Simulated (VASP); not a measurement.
Calculation: PBE GGA, VASP's PBE PAW potentials (set 64) (plane waves; VASP).

VASP input:

INCAR:
```
SYSTEM = MgI2
PREC = Accurate
ENCUT = 300
EDIFF = 1E-6
NELM = 100
ALGO = Normal
LREAL = .FALSE.
LASPH = .TRUE.
ISMEAR = 0
SIGMA = 0.01
GGA = PE
LMAXMIX = 4
LWAVE = .FALSE.
LCHARG = .FALSE.
ISIF = 2
```

File POSCAR:
```
MgI2
1
    4.1948410000     0.0000000000     0.0000000000
   -2.0974200000     3.6328380000     0.0000000000
    0.0000000000     0.0000000000     7.1043090000
Mg I
1 2
Direct
  0.0000000000   0.0000000000   0.0000000000
  0.3333330000   0.6666670000   0.2340800000
  0.6666670000   0.3333330000   0.7659200000
```

KPOINTS:
```
kpoints
0
G
 5 5 3
```

POTCAR, in this order: Mg I (PBE.64 set). Program: vasp_std.

What VASP printed:

File OSZICAR:
```
       N       E                     dE             d eps       ncg     rms          rms(c)
DAV:   1     0.630150618980E+02    0.63015E+02   -0.44288E+03   288   0.668E+02
DAV:   2    -0.332509002927E+01   -0.66340E+02   -0.61775E+02   412   0.129E+02
DAV:   3    -0.779800050560E+01   -0.44729E+01   -0.44598E+01   344   0.402E+01
DAV:   4    -0.788244229928E+01   -0.84442E-01   -0.84428E-01   396   0.696E+00
DAV:   5    -0.788334691208E+01   -0.90461E-03   -0.90456E-03   360   0.696E-01    0.384E+00
DAV:   6    -0.774797540180E+01    0.13537E+00   -0.16002E-01   292   0.218E+00    0.267E+00
DAV:   7    -0.772212487809E+01    0.25851E-01   -0.14733E-01   336   0.214E+00    0.769E-01
DAV:   8    -0.772043170429E+01    0.16932E-02   -0.99885E-03   324   0.611E-01    0.234E-01
DAV:   9    -0.772057617357E+01   -0.14447E-03   -0.97724E-04   348   0.225E-01    0.881E-02
DAV:  10    -0.772056595265E+01    0.10221E-04   -0.25951E-05   356   0.427E-02    0.443E-02
DAV:  11    -0.772057153368E+01   -0.55810E-05   -0.16001E-05   328   0.295E-02    0.262E-02
DAV:  12    -0.772057218394E+01   -0.65026E-06   -0.87207E-07   256   0.643E-03
   1 F= -.77205722E+01 E0= -.77205722E+01  d E =-.245188E-46
```

OUTCAR:
```
------------------------ aborting loop because EDIFF is reached ----------------------------------------
  FORCE on cell =-STRESS in cart. coord.  units (eV):
  Direction    XX          YY          ZZ          XY          YZ          ZX
  --------------------------------------------------------------------------------------
  Total        0.2280532      0.2280531      0.4094202      0.0000000      0.0000000      0.0000000
  in kB        3.3749196      3.3749179      6.0589368      0.0000005      0.0000000      0.0000000
  external PRESSURE =       4.2695914 kB  Pullay stress =       0.0000000 kB
  volume of cell :      108.26
      direct lattice vectors                 reciprocal lattice vectors
     4.194841000  0.000000000  0.000000000     0.238388058  0.137633410  0.000000000
    -2.097420000  3.632838000  0.000000000     0.000000000  0.275266885  0.000000000
     0.000000000  0.000000000  7.104309000     0.000000000  0.000000000  0.140759643
 POSITION                                       TOTAL-FORCE (eV/Angst)
 -----------------------------------------------------------------------------------
      0.00000      0.00000      0.00000         0.000000      0.000000      0.000000
     -0.00000      2.42189      1.66298        -0.000000      0.000000      0.011199
      2.09742      1.21094      5.44133         0.000000     -0.000000     -0.011199
 -----------------------------------------------------------------------------------
    total drift:                                0.000000      0.000000      0.000000
  FREE ENERGIE OF THE ION-ELECTRON SYSTEM (eV)
  ---------------------------------------------------
  free  energy   TOTEN  =        -7.7205721839 eV

  energy  without entropy=       -7.7205721839  energy(sigma->0) =       -7.72057218
```
(Selected blocks of OUTCAR.)

OUTCAR:
```
 val. band max:        1.7392419393   @ k =   0.0000   0.0000   0.0000

 cond. band min:       5.4136677155   @ k =   0.0000   0.4000   0.3333


 Fermi energy:         1.8381507964

 k-point     1 :       0.0000    0.0000    0.0000
  band No.  band energies     occupation
      1     -10.1178      2.00000
      2      -9.4830      2.00000
      3      -1.4926      2.00000
      4       1.3869      2.00000
      5       1.3869      2.00000
      6       1.7286      2.00000
      7       1.7286      2.00000
      8       1.7392      2.00000
      9       5.4400      0.00000
     10       6.5856      0.00000
     11       8.4465      0.00000
     12       8.4465      0.00000

 k-point     2 :       0.2000   -0.0000    0.0000
  band No.  band energies     occupation
      1      -9.9329      2.00000
      2      -9.3904      2.00000
      3      -1.2657      2.00000
      4       0.1506      2.00000
      5       0.7015      2.00000
      6       1.0002      2.00000
      7       1.6385      2.00000
      8       1.6407      2.00000
      9       6.3646      0.00000
     10       7.1664      0.00000
     11       8.1824      0.00000
     12       8.8534      0.00000

 k-point     3 :       0.4000   -0.0000    0.0000
  band No.  band energies     occupation
      1      -9.5540      2.00000
      2      -9.2745      2.00000
      3      -1.4926      2.00000
      4      -0.8160      2.00000
      5       0.0278      2.00000
      6       0.5631      2.00000
      7       1.1927      2.00000
      8       1.4049      2.00000
      9       5.5775      0.00000
     10       7.2070      0.00000
     11       7.5991      0.00000
     12       8.8884      0.00000

 k-point     4 :       0.2000    0.2000    0.0000
  band No.  band energies     occupation
      1      -9.6446      2.00000
      2      -9.2845      2.00000
      3      -1.1869      2.00000
      4      -0.4738      2.00000
      5      -0.2408      2.00000
      6       0.6776      2.00000
...
```

Unless said otherwise, spin-orbit coupling is left out, though it shifts the bands of the heavy elements here.

The structure comes from a computed database's MgI2 entry; how it stands against other phases isn't given here. The cell was not relaxed at this level. The run is one of a series of settings (AEXX removed, HFRCUT removed, ISYM removed, LHFCALC removed, PRECFOCK removed against the base run), some of them coarse on purpose.
